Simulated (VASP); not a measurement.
Elastic constants (GPa) of a crystal from PBE GGA with D3 dispersion (Becke-Johnson damping), VASP's PBE PAW potentials (set 64) in VASP 6.6.1:

```csv
,xx,yy,zz,yz,xz,xy
xx,72.7,13.1,13.1,0.0,0.0,0.0
yy,13.1,72.7,13.1,0.0,0.0,0.0
zz,13.1,13.1,72.7,0.0,0.0,0.0
yz,0.0,0.0,0.0,12.8,0.0,0.0
xz,0.0,0.0,0.0,0.0,12.8,0.0
xy,0.0,0.0,0.0,0.0,0.0,12.8
```

Question: Work out the Voigt, Reuss and Hill moduli, Young's modulus and Poisson's ratio.

Answer: All eigenvalues are positive (smallest 12.8 GPa), so the crystal is stable. K_V = (C11+C22+C33+2(C12+C13+C23))/9 = (218.1 + 2×39.3)/9 = 33.0 GPa; G_V = (218.1 − 39.3 + 3×38.4)/15 = 19.6 GPa. From the compliances, K_R = 33.0 GPa and G_R = 16.6 GPa. Hill: K = 33.0 GPa, G = 18.1 GPa, E = 9KG/(3K+G) = 45.9 GPa, ν = (3K−2G)/(2(3K+G)) = 0.268. K/G = 1.82, above Pugh's 1.75; universal anisotropy A^U = 0.91.

Question: With a density of 2.52 g/cm³, what are the mean sound speeds?

Answer: v_l = √((K+4G/3)/ρ) = 4.76 km/s and v_t = √(G/ρ) = 2.68 km/s. The crystal is KF (space group Fm-3m), cubic.

The structure comes from a measured KF entry (Fm-3m) of the Crystallography Open Database, whose conditions weren't checked. The cell was not relaxed at this level.
